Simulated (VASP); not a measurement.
```yaml
crystal:
  lattice:
    - [3.58714, 0.00000, 0.00000]
    - [0.00000, 3.58714, 0.00000]
    - [0.00000, 0.00000, 3.58714]
  atoms:
    - { symbol: Al, position: [0.00000, 0.00000, 0.00000] }
    - { symbol: Ni, position: [0.00000, 0.50000, 0.50000], spin: 0.3 }
    - { symbol: Ni, position: [0.50000, 0.00000, 0.50000], spin: 0.3 }
    - { symbol: Ni, position: [0.50000, 0.50000, 0.00000], spin: 0.3 }
```

The numbers are results of r2SCAN+rVV10, VASP's PBE PAW potentials (set 64) (plane waves; VASP), not measurements. Run with 520 eV cut-off, 9×9×9 Γ-centred mesh, first-order Methfessel-Paxton smearing of 0.10 eV, potentials Al Ni.

Problem. What does the run give for the cell moment, energy per atom (σ→0), pressure, band gap (on the k-mesh) with the smallest direct gap where there is one?

Solution. 
```json
{
 "band gap (on the k-mesh)": "none (metal, semimetal or under 0.01 eV)",
 "cell_moment": "0.93 μB",
 "energy per atom (σ→0)": "-10.854 eV/atom",
 "pressure": "-10.44 GPa"
}
```

Problem. Give the moment on each site (PAW-sphere projection).

Solution. 
```tsv
site	moment (μB)
Al1	-0.02
Ni2	0.35
Ni3	0.35
Ni4	0.35
```

The absolute energy has meaning only against runs of the same code, potentials and settings.

The compound is Ni3Al in the L1_2 structure. This cell is one point of a volume scan, at 1.06 of the reference volume.
